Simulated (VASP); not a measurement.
All values below come from PBE GGA, VASP's PBE PAW potentials (set 64) (plane waves; VASP).

VASP ran on this input.

INCAR:
```
ISIF=3   # ions, shape and volume
NSW=60
LMAXMIX=4   # l cut-off of mixed one-centre charges
IBRION=2   # conjugate gradients
SIGMA=0.05   # width (eV)
LASPH=.TRUE.   # aspherical one-centre terms
EDIFF=1E-6   # SCF stop (eV)
EDIFFG=-0.01
PREC=Accurate
LREAL=.FALSE.   # projection in real space or not
LCHARG=.FALSE.
SYSTEM=CdSe
ALGO=Normal
GGA=PE   # PBE
ISMEAR=0
ENCUT=400   # plane-wave cut-off (eV)
NELM=100
LWAVE=.FALSE.
```

**KPOINTS**
```
Automatic mesh
0
Gamma
7 7 7
0 0 0
```

POSCAR:
```
CdSe
1
    0.0000000000     3.0250000000     3.0250000000
    3.0250000000     0.0000000000     3.0250000000
    3.0250000000     3.0250000000     0.0000000000
Cd Se
1 1
Direct
  0.0000000000   0.0000000000   0.0000000000
  0.2500000000   0.2500000000   0.2500000000
```

POTCAR, in this order: Cd Se (PBE.64 set). Program: vasp_std.

**Question.** What will the output report for the number of irreducible k-points (NKPTS), number of bands (NBANDS), largest plane-wave count, number of space-group operations, FFT grid (NGX, NGY, NGZ)?

**Answer.** 
```json
{
 "number of irreducible k-points (NKPTS)": "20",
 "number of bands (NBANDS)": "13",
 "largest_plane_wave_count": "1014",
 "number_of_space_group_operations": "24",
 "FFT grid (NGX, NGY, NGZ)": "28 × 28 × 28"
}
```

The compound is CdSe in the zinc blende structure, whereas wurtzite is the usual form. This run relaxes it. Symmetry was kept, so distortions that lower it aren't found.
